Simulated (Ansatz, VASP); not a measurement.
# CoC: VASP beside Ansatz

```
Co C
1.0
     2.44512    0.00000    0.00000
     0.00000    2.44512    0.00000
     0.00000    0.00000    2.44512
Co C
1 1
Direct
  0.00000 0.00000 0.00000
  0.50000 0.50000 0.50000
```

Alike in both runs: task single point; functional PBEsol; k mesh 14 × 14 × 14; occupations fermi-dirac, width 0.05 eV; collinear spin.

|  | VASP | Ansatz |
| --- | --- | --- |
| version | VASP 6.6.1 | Ansatz 0.2.0 |
| potentials or method | VASP PAW PBE potentials, release 64 (Co, C), cutoff 520 eV | all-electron LAPW, scalar-relativistic |

|  | VASP | Ansatz | Ansatz less VASP |
| --- | --- | --- | --- |
| pressure (GPa) | 6.5 | 6.3 | -0.21 |
| net moment per atom (μB) | 0.38 | 0.39 | +0.003 |
| size of the moment on the site where the two differ most (μB) | 0.69 | 0.72 | +0.023 |

Site moments also hang on the region over which each program counts them. Ansatz ran all-electron here, so the differences hold the error of VASP's frozen core and of both bases.

Caveats: the PAW data sets were made with another functional, which shifts forces and pressure a little (VASP).
